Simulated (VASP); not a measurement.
Level of theory: PBE GGA, VASP's PBE PAW potentials (set 64) (plane waves; VASP).

VASP ran on this input.

INCAR:
```
SYSTEM = CuZn
PREC = Accurate
ENCUT = 520
EDIFF = 1E-6
NELM = 100
ALGO = Normal
LREAL = .FALSE.
LASPH = .TRUE.
ISMEAR = 1
SIGMA = 0.1
GGA = PE
LMAXMIX = 4
LWAVE = .FALSE.
LCHARG = .FALSE.
IBRION = 2
ISIF = 3
NSW = 60
EDIFFG = -0.01
```

**KPOINTS**
```
Automatic mesh
0
Gamma
11 11 11
0 0 0
```

POSCAR:
```
CuZn
1.0
  2.9500000000   0.0000000000   0.0000000000
  0.0000000000   2.9500000000   0.0000000000
  0.0000000000   0.0000000000   2.9500000000
Zn Cu
1 1
Cart
  1.4750000000   1.4750000000   1.4750000000
  0.0000000000   0.0000000000   0.0000000000
```

POTCAR, in this order: Zn Cu (PBE.64 set). Program: vasp_std.

What VASP printed:

### OSZICAR
```
       N       E                     dE             d eps       ncg     rms          rms(c)
DAV:   1     0.112610673990E+03    0.11261E+03   -0.11701E+04  1728   0.254E+03
DAV:   2    -0.296025789454E+01   -0.11557E+03   -0.11235E+03  1680   0.326E+02
DAV:   3    -0.606827784686E+01   -0.31080E+01   -0.31005E+01  2002   0.728E+01
DAV:   4    -0.609074234828E+01   -0.22465E-01   -0.22461E-01  1974   0.556E+00
DAV:   5    -0.609103537214E+01   -0.29302E-03   -0.29302E-03  2198   0.667E-01    0.945E+00
DAV:   6    -0.592898338114E+01    0.16205E+00   -0.16966E+01  1833   0.108E+02    0.598E+00
DAV:   7    -0.502057533876E+01    0.90841E+00   -0.37708E+00  1798   0.103E+02    0.222E+00
DAV:   8    -0.502380361541E+01   -0.32283E-02   -0.18775E-01  2275   0.612E+00    0.125E+00
DAV:   9    -0.501436089758E+01    0.94427E-02   -0.21228E-02  2051   0.385E+00    0.505E-02
DAV:  10    -0.501437854728E+01   -0.17650E-04   -0.51955E-04  2267   0.355E-01    0.262E-02
DAV:  11    -0.501438234495E+01   -0.37977E-05   -0.14137E-05  2361   0.814E-02    0.134E-02
DAV:  12    -0.501438095344E+01    0.13915E-05   -0.10476E-06  1253   0.364E-02    0.231E-03
DAV:  13    -0.501438099265E+01   -0.39206E-07   -0.48406E-07  1078   0.202E-02
   1 F= -.50143810E+01 E0= -.50144735E+01  d E =-.501438E+01
       N       E                     dE             d eps       ncg     rms          rms(c)
DAV:   1    -0.525973726776E+01   -0.24536E+00   -0.33648E+00  1680   0.456E+01    0.379E+00
DAV:   2    -0.510139028599E+01    0.15835E+00   -0.18173E+00  1687   0.349E+01    0.178E+00
DAV:   3    -0.503209223400E+01    0.69298E-01   -0.49071E-01  1716   0.202E+01    0.108E+00
DAV:   4    -0.501985611374E+01    0.12236E-01   -0.27543E-02  2155   0.492E+00    0.412E-01
DAV:   5    -0.501661249577E+01    0.32436E-02   -0.29679E-03  2658   0.100E+00    0.357E-02
DAV:   6    -0.501659710741E+01    0.15388E-04   -0.21110E-04  2343   0.328E-01    0.107E-02
DAV:   7    -0.501660397094E+01   -0.68635E-05   -0.59519E-06  2304   0.437E-02    0.169E-03
DAV:   8    -0.501660454573E+01   -0.57479E-06   -0.10623E-06  1123   0.174E-02
   2 F= -.50166045E+01 E0= -.50166349E+01  d E =-.222355E-02
       N       E                     dE             d eps       ncg     rms          rms(c)
DAV:   1    -0.504114577497E+01   -0.24542E-01   -0.31942E-01  1687   0.137E+01    0.122E+00
DAV:   2    -0.502699416231E+01    0.14152E-01   -0.20334E-01  1694   0.118E+01    0.608E-01
DAV:   3    -0.501836305612E+01    0.86311E-02   -0.52113E-02  1708   0.718E+00    0.309E-01
DAV:   4    -0.501740823404E+01    0.95482E-03   -0.25043E-03  2245   0.137E+00    0.126E-01
DAV:   5    -0.501710812702E+01    0.30011E-03   -0.23382E-04  2705   0.279E-01    0.788E-03
DAV:   6    -0.501710768032E+01    0.44670E-06   -0.11530E-05  2151   0.572E-02    0.375E-03
DAV:   7    -0.501710668034E+01    0.99998E-06   -0.26242E-07   938   0.113E-02
   3 F= -.50171067E+01 E0= -.50171618E+01  d E =-.272569E-02
```

OUTCAR:
```
------------------------ aborting loop because EDIFF is reached ----------------------------------------
  FORCE on cell =-STRESS in cart. coord.  units (eV):
  Direction    XX          YY          ZZ          XY          YZ          ZX
  --------------------------------------------------------------------------------------
  Total        0.0059786      0.0059786      0.0059786      0.0000000      0.0000000     -0.0000000
  in kB        0.3669113      0.3669113      0.3669113      0.0000000      0.0000000     -0.0000000
  external PRESSURE =       0.3669113 kB  Pullay stress =       0.0000000 kB
  volume of cell :       26.11
      direct lattice vectors                 reciprocal lattice vectors
     2.966528762  0.000000000  0.000000000     0.337094321  0.000000000 -0.000000000
    -0.000000000  2.966528762 -0.000000000     0.000000000  0.337094321 -0.000000000
     0.000000000  0.000000000  2.966528762    -0.000000000  0.000000000  0.337094321
 POSITION                                       TOTAL-FORCE (eV/Angst)
 -----------------------------------------------------------------------------------
      1.48326      1.48326      1.48326        -0.000000      0.000000      0.000000
      0.00000      0.00000      0.00000         0.000000     -0.000000      0.000000
 -----------------------------------------------------------------------------------
    total drift:                                0.000000      0.000000     -0.000000
  FREE ENERGIE OF THE ION-ELECTRON SYSTEM (eV)
  ---------------------------------------------------
  free  energy   TOTEN  =        -5.0171066803 eV

  energy  without entropy=       -5.0172721599  energy(sigma->0) =       -5.01716184

 reached required accuracy - stopping structural energy minimisation
```
(Selected blocks of OUTCAR.)

CONTCAR:
```
CuZn
   1.00000000000000
     2.9665287617853036    0.0000000000000000    0.0000000000000000
    -0.0000000000000000    2.9665287617853036   -0.0000000000000000
     0.0000000000000000    0.0000000000000000    2.9665287617853036
  Zn              Cu
     1     1
Direct
     0.5000000000000000    0.5000000000000000    0.5000000000000000
     0.0000000000000000    0.0000000000000000    0.0000000000000000
```

The compound is CuZn in the CsCl type structure. This run relaxes it. Symmetry was kept, so distortions that lower it aren't found. The electron count is odd and the run is not spin-polarised, which forces a metal.
